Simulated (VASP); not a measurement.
An input for Ansatz (written as the equivalent of a VASP run, and not itself run):

Ansatz 0.2 input:
```yaml
crystal:
  lattice:
    - [3.8856300, 0.0000000, 0.0000000]
    - [-1.9428150, 3.3650540, 0.0000000]
    - [0.0000000, 0.0000000, 17.1592430]
  atoms:
    - { symbol: Te, position: [0.0000000, 0.0000000, 0.5000000] }
    - { symbol: Se, position: [0.3333330, 0.6666670, 0.5920570] }
    - { symbol: Se, position: [0.6666670, 0.3333330, 0.4079430] }
kpoints:
  mp_grid: { grid: [7, 7, 1] }
hamiltonian:
  xc: pbe
  pseudopotentials: { kind: paw }
scf:
  occupations: { method: fermi_dirac, width: 0.136 }
  max_iter: 100
output: { forces: true, stress: true, eigenvalues: true }
```

Task: Write the VASP files for the same calculation (PBE).

Result: One answer among several that fit: 
**KPOINTS**
```
Automatic mesh
0
Gamma
7 7 1
0 0 0
```

### POSCAR
```
TeSe2
1
    3.8856300000     0.0000000000     0.0000000000
   -1.9428150000     3.3650540000     0.0000000000
    0.0000000000     0.0000000000    17.1592430000
Te Se
1 2
Direct
  0.0000000000   0.0000000000   0.5000000000
  0.3333330000   0.6666670000   0.5920570000
  0.6666670000   0.3333330000   0.4079430000
```

INCAR:
```
ALGO = Normal
EDIFF = 1E-6
ENCUT = 300
GGA = PE
ISIF = 2
ISMEAR = -1
LASPH = T
LCHARG = F
LMAXMIX = 4
LREAL = F
LWAVE = F
NELM = 100
PREC = Accurate
SIGMA = 0.136
SYSTEM = TeSe2
```

POTCAR, in this order: Te Se (PBE.64 set). Program: vasp_std.

What does not carry over: each code has its own PAW files, so the cut-off isn't converted (ENCUT is set for VASP's; basis.ecutwfc is left out, and Ansatz then takes the one that its files recommend); Ansatz stops its SCF on the density residual and VASP on the energy change (EDIFF).

The cell is a sheet with vacuum, built from a generated structure.
